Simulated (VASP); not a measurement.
Calculation: PBE GGA, VASP's PBE PAW potentials (set 64) (plane waves; VASP 6.6.1).

VASP ran on this input.

INCAR:
```
ALGO=Normal
NELM=100   # most electronic steps
LWAVE=.FALSE.
GGA=PE   # PBE
PREC=Accurate
LASPH=.TRUE.   # aspherical one-centre terms
LCHARG=.FALSE.
ISIF=2
SIGMA=0.1   # width (eV)
ISMEAR=1   # Methfessel-Paxton
EDIFF=1E-6   # SCF stop (eV)
SYSTEM=Zr
LMAXMIX=4   # l cut-off of mixed one-centre charges
ENCUT=400
LREAL=.FALSE.
```

POSCAR:
```
Zr
10.30
  0.1567961165  -0.2715788350   0.0000000000
  0.1567961165   0.2715788350   0.0000000000
  0.0000000000   0.0000000000   0.5000000000
Zr
2
direct
  0.3333330000   0.6666670000   0.2500000000
  0.6666670000   0.3333330000   0.7500000000
```

File KPOINTS:
```
K-points
0
Monkhorst
 7 7 4
```

POTCAR, in this order: Zr_sv (PBE.64 set). Program: vasp_std.

Output

File OUTCAR:
```
 ion  position               nearest neighbor table
   1  0.333  0.667  0.250-   2 3.18   2 3.18   2 3.18   2 3.18   2 3.18   2 3.18
   2  0.667  0.333  0.750-   1 3.18   1 3.18   1 3.18   1 3.18   1 3.18   1 3.18
  LATTYP: Found a hexagonal cell.
 ALAT       =     3.2299999530
 C/A-ratio  =     1.5944272678
 Subroutine PRICEL returns:
 Original cell was already a primitive cell.
 Subroutine GETGRP returns: Found 24 space group operations
The static configuration has the point symmetry D_3d.
 The point group associated with its full space group is D_6h.
The dynamic configuration has the point symmetry D_3d.
 Subroutine INISYM returns: Found 24 space group operations
 Subroutine IBZKPT returns following result:
 Found     16 irreducible k-points:

 Following reciprocal coordinates:
            Coordinates               Weight
  0.000000  0.000000  0.125000      2.000000
  0.142857 -0.000000  0.125000     12.000000
  0.285714  0.000000  0.125000     12.000000
  0.428571  0.000000  0.125000     12.000000
  0.142857  0.142857  0.125000     12.000000
  0.285714  0.142857  0.125000     24.000000
  0.428571  0.142857  0.125000     12.000000
...
```

OSZICAR:
```
       N       E                     dE             d eps       ncg     rms          rms(c)
DAV:   1     0.180372765708E+03    0.18037E+03   -0.12021E+04   512   0.123E+03
DAV:   2    -0.411507495040E+01   -0.18449E+03   -0.18290E+03   616   0.373E+02
DAV:   3    -0.175246436615E+02   -0.13410E+02   -0.13275E+02   992   0.702E+01
DAV:   4    -0.177190715286E+02   -0.19443E+00   -0.19443E+00   544   0.104E+01
DAV:   5    -0.177244648002E+02   -0.53933E-02   -0.53933E-02   800   0.114E+00    0.143E+01
DAV:   6    -0.171189242692E+02    0.60554E+00   -0.96951E-01   528   0.868E+00    0.562E+00
DAV:   7    -0.170005048578E+02    0.11842E+00   -0.63597E-01   720   0.610E+00    0.112E+00
DAV:   8    -0.170060125305E+02   -0.55077E-02   -0.39800E-02   672   0.166E+00    0.307E-01
DAV:   9    -0.170062109255E+02   -0.19839E-03   -0.20389E-03   624   0.473E-01    0.395E-02
DAV:  10    -0.170061612884E+02    0.49637E-04   -0.47796E-05   736   0.449E-02    0.243E-02
DAV:  11    -0.170061614681E+02   -0.17973E-06   -0.12222E-05   560   0.431E-02    0.537E-03
DAV:  12    -0.170061612569E+02    0.21118E-06   -0.32505E-07   360   0.494E-03
   1 F= -.17006161E+02 E0= -.17005548E+02  d E =-.184018E-02
```

**OUTCAR**
```
------------------------ aborting loop because EDIFF is reached ----------------------------------------
  FORCE on cell =-STRESS in cart. coord.  units (eV):
  Direction    XX          YY          ZZ          XY          YZ          ZX
  --------------------------------------------------------------------------------------
  Total        0.0175589      0.0175589      0.5292477      0.0000000      0.0000000     -0.0000000
  in kB        0.6045948      0.6045947     18.2232833      0.0000000      0.0000000     -0.0000000
  external PRESSURE =       6.4774909 kB  Pullay stress =       0.0000000 kB
  volume of cell :       46.53
      direct lattice vectors                 reciprocal lattice vectors
     1.615000000 -2.797262000  0.000000000     0.309597523 -0.178746217  0.000000000
     1.615000000  2.797262000  0.000000000     0.309597523  0.178746217  0.000000000
     0.000000000  0.000000000  5.150000000     0.000000000  0.000000000  0.194174757
 POSITION                                       TOTAL-FORCE (eV/Angst)
 -----------------------------------------------------------------------------------
      1.61500      0.93242      1.28750         0.000000     -0.000000      0.000000
      1.61500     -0.93242      3.86250        -0.000000      0.000000      0.000000
 -----------------------------------------------------------------------------------
    total drift:                                0.000000      0.001131     -0.000018
  FREE ENERGIE OF THE ION-ELECTRON SYSTEM (eV)
  ---------------------------------------------------
  free  energy   TOTEN  =       -17.0061612569 eV

  energy  without entropy=      -17.0043210783  energy(sigma->0) =      -17.00554786
```
(Selected blocks of OUTCAR.)

The compound is Zr in the hcp structure. The cell was not relaxed at this level. The k-mesh is coarse (spacing up to 0.32 per Å, 2π included), so the numbers may not be converged in it. The run is one of a series of settings (KPOINTS 7×7×4 Monkhorst-Pack mesh against the base run), some of them coarse on purpose.
